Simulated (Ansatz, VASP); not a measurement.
**SnH in two plane-wave programs**

Wanted: the spread between two codes on one cell, functional and k mesh. The two relaxations start from unlike cells of this crystal (the structure described is Ansatz's start), so only their ends are compared.

Method: plane waves, with VASP 6.6.1 beside it; relaxation of cell and atoms at PBE, in Ansatz 0.2.0.

### 1. Set-up

The structure is tetragonal, space group I-4m2 (No. 119). The conventional cell has a = 3.381 Å, b = 3.381 Å, c = 5.257 Å, α = 90.00°, β = 90.00°, γ = 90.00°. Nearest to Sn lie 4 H at 2.14 Å. H has 4 Sn at 2.14 Å nearest. Farther neighbours are not listed.

### 2. VASP: relaxation of cell and atoms, PBE

The relaxed volume is the usual yardstick between codes: in a stiff, nearly cubic crystal its relative difference is about their pressure difference at one cell divided by the bulk modulus.

Lines of VASP's logs that name or quote its potential files are left out, and so is its time.

The input, INCAR:

```
SYSTEM = SnH
PREC = Accurate
ENCUT = 500
EDIFF = 1E-07
NELM = 120
ISMEAR = -1
SIGMA = 0.05
LREAL = .FALSE.
ALGO = Normal
GGA = PE
NBANDS = 13
LORBIT = 11
LWAVE = .FALSE.
LCHARG = .FALSE.
ISIF = 3
IBRION = 2
NSW = 80
EDIFFG = -0.005
LASPH = .TRUE.
GGA_COMPAT = .FALSE.
NELMIN = 4
```

The input, POSCAR:

```
SnH
1.0
   -1.7018491312      1.7018491312      2.9460517456
    1.7018491312     -1.7018491312      2.9460517456
    1.7018491312      1.7018491312     -2.9460517456
Sn H
1 1
Direct
    0.0000000000      0.0000000000      0.0000000000
    0.7500000000      0.2500000000      0.5000000000
```

The input, KPOINTS:

```
Automatic mesh
0
Gamma
11 11 11
0 0 0
```

PAW data sets: Sn_d and H (PBE family, release 64).

Run with:

```bash
mpirun -np 1 vasp_std
```

Numbers of over 12 decimals in the logs are rounded to 6 here.

Log:

```text
[banner, memory and clock lines left out]
running    1 mpi-ranks, on    1 nodes
 distrk:  each k-point on    1 cores,    1 groups
 distr:  one band on    1 cores,    1 groups

 POSCAR found type information on POSCAR SnH
 POSCAR found :  2 types and       2 ions
 LDA part: xc-table for (Slater+PW92), standard interpolation
 POSCAR, INCAR and KPOINTS ok, starting setup
 FFT: planning ... GRIDC
 FFT: planning ... GRID_SOFT
 FFT: planning ... GRID
 WAVECAR not read
 entering main loop
       N       E                     dE             d eps       ncg     rms          rms(c)
DAV:   1     0.830672812749E+02    0.83067E+02   -0.72567E+03  3357   0.151E+03
DAV:   2    -0.214757091392E+00   -0.83282E+02   -0.80355E+02  3406   0.342E+02
DAV:   3    -0.626395249416E+01   -0.60492E+01   -0.60184E+01  4031   0.788E+01
DAV:   4    -0.639813104923E+01   -0.13418E+00   -0.13415E+00  3856   0.127E+01
DAV:   5    -0.640303189817E+01   -0.49008E-02   -0.49008E-02  4450   0.233E+00    0.253E+00
DAV:   6    -0.621260642453E+01    0.19043E+00   -0.16710E-01  4536   0.374E+00    0.109E+00
DAV:   7    -0.618507968526E+01    0.27527E-01   -0.78056E-02  4181   0.188E+00    0.271E-01
DAV:   8    -0.618623913584E+01   -0.11595E-02   -0.11508E-02  3976   0.102E+00    0.799E-02
DAV:   9    -0.618636461428E+01   -0.12548E-03   -0.18933E-04  4161   0.117E-01    0.264E-02
DAV:  10    -0.618636164877E+01    0.29655E-05   -0.91547E-05  4398   0.152E-01    0.160E-02
DAV:  11    -0.618636092868E+01    0.72009E-06   -0.39657E-06  3696   0.196E-02    0.109E-02
DAV:  12    -0.618636022039E+01    0.70829E-06   -0.25806E-06  4159   0.232E-02    0.138E-03
DAV:  13    -0.618636022460E+01   -0.42144E-08   -0.17826E-07  3512   0.460E-03
   1 F= -.61863602E+01 E0= -.61842741E+01  d E =-.618636E+01
[...]
2 F= -.61863707E+01 E0= -.61842704E+01  d E =-.105019E-04
[...]
3 F= -.61863770E+01 E0= -.61842464E+01  d E =-.167427E-04
 curvature:  -1.54 expect dE=-0.126E-04 dE for cont linesearch -0.893E-06
 ZBRENT: interpolating
 opt :   2.5782  next Energy=    -6.186378 (dE=-0.174E-04)
 bond charge predicted
       N       E                     dE             d eps       ncg     rms          rms(c)
DAV:   1    -0.618639428861E+01   -0.17301E-04   -0.37096E-04  4291   0.314E-01    0.223E-02
DAV:   2    -0.618638074660E+01    0.13542E-04   -0.23748E-05  4021   0.908E-02    0.111E-02
DAV:   3    -0.618637695148E+01    0.37951E-05   -0.90372E-06  4751   0.569E-02    0.205E-03
DAV:   4    -0.618637730474E+01   -0.35326E-06   -0.68458E-07  3976   0.129E-02    0.573E-04
DAV:   5    -0.618637732761E+01   -0.22876E-07   -0.37595E-08  1883   0.268E-03
   4 F= -.61863773E+01 E0= -.61842542E+01  d E =-.171030E-04
 curvature:  -1.17 expect dE=-0.416E-05 dE for cont linesearch -0.258E-07
 trial: gam= 0.25152 g(F)=  0.182E-49 g(S)=  0.356E-05 ort = 0.517E-06 (trialstep = 0.132E+01)
 search vector abs. value=  0.459E-05
 reached required accuracy - stopping structural energy minimisation
```

From OUTCAR (step 2):

```text
ion  position               nearest neighbor table
   1  0.000  0.000  0.000-   2 2.25   2 2.25   2 2.25   2 2.25
   2  0.750  0.250  0.500-   1 2.25   1 2.25   1 2.25   1 2.25

  LATTYP: Found a body centered tetragonal cell.
 ALAT       =     3.4036982624
 C/A-ratio  =     1.7310886680

 Subroutine GETGRP returns: Found  8 space group operations
 (whereof  8 operations were pure point group operations)

The static configuration has the point symmetry D_2d.

 Found    126 irreducible k-points:

   k-points           NKPTS =    126   k-points in BZ     NKDIM =    126   number of bands    NBANDS=     13

   dimension x,y,z NGX =    28 NGY =   28 NGZ =   28
   dimension x,y,z NGXF=    56 NGYF=   56 NGZF=   56

   ENCUT  =  500.0 eV  36.75 Ry    6.06 a.u.   6.94  6.94  6.94*2*pi/ulx,y,z

   NELECT =      15.0000    total number of electrons

 k-points in reciprocal lattice and weights: Automatic mesh
   0.00000000  0.00000000  0.00000000       0.001
   0.09090909  0.00000000  0.00000000       0.006
   0.18181818 -0.00000000  0.00000000       0.006
   0.27272727  0.00000000  0.00000000       0.006
   0.36363636  0.00000000  0.00000000       0.006
   0.45454545 -0.00000000  0.00000000       0.006
   0.09090909  0.09090909  0.00000000       0.006
   0.18181818  0.09090909  0.00000000       0.012
   0.27272727  0.09090909  0.00000000       0.012
[...]
-0.45454545  0.45454545  0.45454545       0.003
  -0.45454545 -0.45454545  0.45454545       0.002

 average (electrostatic) potential at core
       1-100.9181       2 -31.0595

 E-fermi :   6.3149

 k-point     1 :       0.0000    0.0000    0.0000
  band No.  band energies     occupation
    ...
      2     -15.3118      2.00000
      3     -15.2815      2.00000
      4     -15.2814      2.00000
      5     -15.2291      2.00000
      6      -4.8226      2.00000
      7       8.2099      0.00000
      8      11.0394      0.00000
      9      12.0225      0.00000
     10      12.0225      0.00000
     11      15.4482      0.00000
    ...

 k-point     2 :       0.0909    0.0000    0.0000
  band No.  band energies     occupation
    ...
      2     -15.3090      2.00000
      3     -15.2835      2.00000
      4     -15.2792      2.00000
      5     -15.2316      2.00000
      6      -4.6824      2.00000
      7       7.8171      0.00000
      8      10.7191      0.00000
      9      11.0781      0.00000
     10      11.9668      0.00000
     11      15.3181      0.00000
    ...

 k-point     3 :       0.1818   -0.0000    0.0000
  band No.  band energies     occupation
    ...
      2     -15.3022      2.00000
      3     -15.2835      2.00000
      4     -15.2736      2.00000
      5     -15.2376      2.00000
      6      -4.2639      2.00000
      7       6.5491      0.01835
      8       9.4929      0.00000
      9      10.4611      0.00000
     10      11.8575      0.00000
     11      14.7009      0.00000
    ...

  Total       -0.0085171     -0.0085171      0.0015911      0.0000000     -0.0000000      0.0000000
  in kB       -0.3992192     -0.3992192      0.0745768      0.0000000     -0.0000000      0.0000000
  external PRESSURE =      -0.2412872 kB  Pullay stress =       0.0000000 kB

  energy-cutoff  :      500.00
  volume of cell :       34.18
      direct lattice vectors                 reciprocal lattice vectors
    -1.701937041  1.701937041  2.950149653     0.000000000  0.293782900  0.169482928
     1.701937041 -1.701937041  2.950149653     0.293782900  0.000000000  0.169482928
     1.701937041  1.701937041 -2.950149653     0.293782900  0.293782900  0.000000000

 POSITION                                       TOTAL-FORCE (eV/Angst)
 -----------------------------------------------------------------------------------
     -0.00000      0.00000      0.00000         0.000000      0.000000      0.000000
      0.00000      1.70194      1.47507        -0.000000     -0.000000     -0.000000
 -----------------------------------------------------------------------------------
    total drift:                               -0.000000      0.000000      0.000000

  FREE ENERGIE OF THE ION-ELECTRON SYSTEM (eV)
  ---------------------------------------------------
  free  energy   TOTEN  =        -6.1863773276 eV

  energy  without entropy=       -6.1821310727  energy(sigma->0) =       -6.18425420

 reached required accuracy - stopping structural energy minimisation

 total charge
# of ion       s       p       d       tot
------------------------------------------
    1        1.315   0.816   9.986  12.118
    2        0.465   0.013   0.000   0.479
--------------------------------------------------
tot          1.781   0.830   9.986  12.596

[... 3 further parts left out ...]
```

CONTCAR:

```
SnH
   1.00000000000000
    -1.7019370410268937    1.7019370410268937    2.9501496534296412
     1.7019370410268937   -1.7019370410268937    2.9501496534296412
     1.7019370410268937    1.7019370410268937   -2.9501496534296412
  Sn              H
     1     1
Direct
     0.0000000000000000    0.0000000000000000    0.0000000000000000
     0.7500000000000000    0.2500000000000000    0.5000000000000000
```

### 3. Ansatz: relaxation of cell and atoms, PBE

Ansatz runs on its PAW soft_1 files.

Its own start cell and the same functional, mesh and smearing now go to Ansatz, which takes its cutoff from its data sets.

The input, input.yaml:

```yaml
crystal:
  lattice:
    - [-1.6905, 1.6905, 2.6285]
    - [1.6905, -1.6905, 2.6285]
    - [1.6905, 1.6905, -2.6285]
  atoms:
    - { symbol: Sn, position: [0.0, 0.0, 0.0] }
    - { symbol: H, position: [0.75, 0.25, 0.5] }
kpoints:
  mp_grid: { grid: [11, 11, 11] }
scf:
  occupations: { method: fermi_dirac, width: 0.05 }
hamiltonian:
  xc: pbe
  pseudopotentials: { kind: paw, azcp: { folder: soft_1 } }
relax:
  f_tol: 0.015
  max_steps: 70
  cell: {}
output:
  forces: true
  stress: true
```

Run with:

```bash
ansatz run input.yaml --threads 4 --pin off --max-ram 8192MiB --backend cpu --events-out ev --progress --plain --runs-dir out
```

Log:

```text
Engine: ansatz 0.2.0, x86_64-unknown-linux-gnu
Pseudopotentials: kind: paw
Pseudopotential: Sn, paw, valence charge 14, recommended cutoff 420 eV (normal), soft_1/Sn.paw.azcp
Pseudopotential: H, paw, valence charge 1, recommended cutoff 420 eV (normal), soft_1/H.paw.azcp
Functional definition: PBE
  parameter kappa = 0.804
  parameter beta = 0.066725
  exchange = pbe_x(kappa = kappa, mu = beta*pi^2/3)
  correlation = pbe_c(beta = beta)
Crystal: 2 atoms, lattice volume = 30.047 Å³
Basis set: ecut = 420 eV, 565 PW (Γ), exchange–correlation on 48×48×48 points (8 copies of the dense FFT grid, shifted against one another)
Bands: 12, of which v1, the nominal top of the filled ones, is band 8 counted from 1 (7 counted from 0)
Symmetry: 8 space group operations
Space group: I-4m2 (ITA 119), of the structure as read, at distance tolerance 3.1e-5 Å
k-points: 126 of 1331 (time reversal used)
Non-local potential: Sn, projectors of the file, l = 0: 2, l = 1: 2, l = 2: 2, l = 3: 1
Non-local potential: H, projectors of the file, l = 0: 2, l = 1: 1
PAW form: soft (Blöchl's): semilocal exchange-correlation on the pseudo side does not see the compensation charge
PAW one-centre angular grid: Sn, 590 points (default); XC on 64 Gauss nodes
PAW one-centre angular grid: H, 110 points (default); XC on 64 Gauss nodes
Initial density: superposition of atomic densities (chi_scale 0.1, normalization cell, long waves kept (reshape's long-wave potential 0.00 eV rms))
Initial wavefunctions: pseudopotential atomic-orbital guess
Functional: x = pbe(κ = 0.804, μ = 0.219515), c = pbe(β = 0.066725)
SCF iter   1: F=—  HF=-6039.212535 eV  |F-HF|=—  |Δ(HF+E_count)|=         —  Δρ=4.01e-2  dr2=5.70e-1  ethr=3.10e-3  ⟨swp⟩=6.0  Hψ=9808  notcnv=0
preconditioner: auto → Kerker (q_TF=auto, 2.430 Å⁻¹)  [metal: Δε(μ)=0.005 eV  Ē_g=22.101 eV  σ=0.050 eV  W_gap=0.02  n_scr=10 (ndim 8)  ℏωp=26.2 eV  f_vac=0.000  D(μ)=0.95/eV (n_scr^D=10)]
SCF iter   2: F=—  HF=-6039.063019 eV  |F-HF|=—  |Δ(HF+E_count)|=   1.50e-1  Δρ=2.07e-2  dr2=1.74e-1  ethr=3.10e-3  ⟨swp⟩=2.0  Hψ=3021  notcnv=0  defer=33
SCF iter   3: F=—  HF=-6039.001661 eV  |F-HF|=—  |Δ(HF+E_count)|=   6.14e-2  Δρ=4.14e-3  dr2=2.47e-3  ethr=1.16e-3  ⟨swp⟩=2.4  Hψ=2275  notcnv=0  defer=34
SCF iter   4: F=—  HF=-6039.002719 eV  |F-HF|=—  |Δ(HF+E_count)|=   1.06e-3  Δρ=9.02e-4  dr2=2.43e-4  ethr=1.65e-5  ⟨swp⟩=2.2  Hψ=2189  notcnv=0  defer=34
SCF iter   5: F=—  HF=-6039.002799 eV  |F-HF|=—  |Δ(HF+E_count)|=   7.99e-5  Δρ=2.40e-4  dr2=1.98e-5  ethr=1.62e-6  ⟨swp⟩=2.6  Hψ=2389  notcnv=0  defer=34
SCF iter   6: F=—  HF=-6039.002814 eV  |F-HF|=—  |Δ(HF+E_count)|=   1.45e-5  Δρ=8.33e-5  dr2=3.00e-6  ethr=1.32e-7  ⟨swp⟩=2.0  Hψ=1843  notcnv=0  defer=34
SCF iter   7: F=-6039.002813 eV  HF=-6039.002813 eV  |F-HF|=2.49e-8  |Δ(HF+E_count)|=   7.03e-7  Δρ=1.51e-5  dr2=5.26e-8  ethr=6.67e-10  ⟨swp⟩=3.8  Hψ=5964  notcnv=0
SCF 1 converged in 7 iterations: F = -6039.002813 eV  dr2 = 5.26e-8
  greatest PAW one-centre occupation: 0.992 electrons in one spin orbital (limit 2), on the Sn atom at site 0 (counted from 0), in its partial waves of l = 2
relax step   1: F+E_penalty+E_count = -6039.00281288 eV  Δ(F+E_penalty+E_count) = +0.000e0 eV  max|allowed force component| = 1.613e-16 eV/Å  Δτ_max = 0.0000 Å  P = +7.670 GPa  Ω = 30.047 Å³  (7 SCF iters, dr2 threshold 1.00e-7 eV, accepted)
[...]
relax step   8: F+E_penalty+E_count = -6039.11495313 eV  Δ(F+E_penalty+E_count) = -9.260e-5 eV  max|allowed force component| = 1.058e-16 eV/Å  Δτ_max = 0.0000 Å  P = +0.001 GPa  Ω = 34.221 Å³  energy of the carried Pulay correction = -1.477e-3 eV  (4 SCF iters, dr2 threshold 4.74e-8 eV, accepted)
[...]
relax step   9: F+E_penalty+E_count = -6039.11499089 eV  Δ(F+E_penalty+E_count) = -3.776e-5 eV  max|allowed force component| = 1.639e-16 eV/Å  Δτ_max = 0.0000 Å  P = +0.003 GPa  Ω = 34.204 Å³  energy of the carried Pulay correction = -1.473e-3 eV  (4 SCF iters, dr2 threshold 1.75e-8 eV, accepted)
[...]
relax step  10: F+E_penalty+E_count = -6039.11733211 eV  Δ(F+E_penalty+E_count) = -2.341e-3 eV  max|allowed force component| = 1.639e-16 eV/Å  Δτ_max = 0.0000 Å  P = +0.044 GPa  Ω = 34.204 Å³  stress off target by 9.60e-2 GPa  SCF on the basis re-selected at this cell (its energy is not comparable with the rows above)  (6 SCF iters)
[...]
relax step  11: F+E_penalty+E_count = -6039.11734197 eV  Δ(F+E_penalty+E_count) = -9.859e-6 eV  max|allowed force component| = 1.058e-16 eV/Å  Δτ_max = 0.0000 Å  P = +0.006 GPa  Ω = 34.227 Å³  energy of the carried Pulay correction = -6.468e-6 eV  (4 SCF iters, dr2 threshold 2.31e-8 eV, accepted)
[...]
relax step  12: F+E_penalty+E_count = -6039.11735100 eV  Δ(F+E_penalty+E_count) = -9.038e-6 eV  max|allowed force component| = 1.058e-16 eV/Å  Δτ_max = 0.0000 Å  P = +0.006 GPa  Ω = 34.227 Å³  stress off target by 1.26e-2 GPa  SCF on the basis re-selected at this cell (its energy is not comparable with the rows above)  (4 SCF iters)
basis re-selected at this cell: Δ(F+E_penalty+E_count) = -9.038e-6 eV, ΔP = +0.000 GPa vs the last step (what re-selecting the basis moved, of the pressure what is left beyond the Pulay correction that the steps carried, after the strain that the cell walked since its last selection, with what the two solves' SCF thresholds leave and, on support functions, any second-order correction that the steps lacked; it is no m [...]
SCF converged after 4 iterations
Free energy (F): -6039.117351 eV
Harris-Foulkes:  -6039.117351 eV  (|F-HF|=3.64e-12)
Internal energy: -6039.113060 eV  (E = F + TS)
E sigma→0 (E₀):  -6039.115205 eV
Entropy (-TS):   -0.004291 eV (-2.146 meV/atom)
Fermi energy:    8.623371 eV
--- Per-component energies (eV) ---
  E_band       = -110.664481
  E_kinetic    = 178.826256
  E_local      = -1113.934578  (includes V_loc(G=0)·N_el)
  E_nonlocal   = 145.444091
  E_hartree    = 546.129149
  E_xc         = -134.016030
  E_vxc        = -90.672899  (∫ρ·V_xc dr)
  E_paw        = -4368.929377  (= ΣΔE_a)
  E_vpaw       = -322.585223  (= ΣTr[D̂ρ^β])
  E_aug_tail   = -0.000475  (compensation charges beyond the density's cutoff)
  E_ewald      = -1292.632096
  E_smearing   = -0.004291  (= −TS)
  E_closure    = -0.000000  (closes the sum)
  Σ components = -6039.117351   (vs F -6039.117351, Δ=0.00e0)
--- Forces (eV/Å), atoms counted from 1 ---
  atom   1  Sn     0.00000000     0.00000000     0.00000000
  atom   2  H      0.00000000     0.00000000     0.00000000
  max |Σ_I F_I| component: 2.32e-16 eV/Å
--- Stress (GPa, compression-positive) ---
        0.003257       0.000000      -0.000000
        0.000000       0.003257       0.000000
       -0.000000       0.000000       0.012573
  P = ⅓ Tr σ = 0.0064 GPa (0.064 kbar)
--- Relaxed structure (10 steps of the walk, 10 accepted, 2 SCFs on fresh bases) ---
  F+E_penalty+E_count = -6039.11735100 eV   max|allowed force component| = 1.058e-16 eV/Å   (the final SCF, on the basis selected at the relaxed cell)
  cell:  # Å, volume = 34.2268 Å³
    - [-1.702232, 1.702232, 2.953041]
    - [1.702232, -1.702232, 2.953041]
    - [1.702232, 1.702232, -2.953041]
  atoms:
    - { symbol: Sn, position: [0, 0, 0] }
    - { symbol: H, position: [0.750000, 0.250000, 0.500000] }
```

### 4. Comparison

Known differences besides the potentials themselves: the cutoff is 420 eV in Ansatz and 500 eV in VASP; Ansatz adds a Pulay correction to the stress that steers its cell, VASP none. Total energies have different zeros and are not compared.

Both answers:

| quantity | Ansatz | VASP | difference |
| --- | --- | --- | --- |
| volume (Å³) | 34.23 | 34.18 | +0.13 % |
| edge a after relaxation, in the typed setting (Å) | 3.810 | 3.807 | +0.07 % |

### 5. Summary of results

```
difference in volume (relaxation of cell and atoms, PBE) : 0.13 %
```

In words: The difference in volume is 0.13 % (relaxation of cell and atoms, PBE), within the 1.2 % picked in this series as the mark of a large difference, as far as the stopping tolerances let one tell. How closely two codes agree says nothing of how well the functional describes the real material.

[Lines on the potential files, build, host, timing and source positions are cut from VASP's logs without a mark.]

[Logs are printed without paths, hosts, clocks, repeated set-up lines and the standing remarks that a program may print on its own settings, such as how far it seeks lower states.]

[Hosts, paths, dates, database ids (printed as entryN), source tags and the programs' standing remarks are cut or masked in the printed files.]
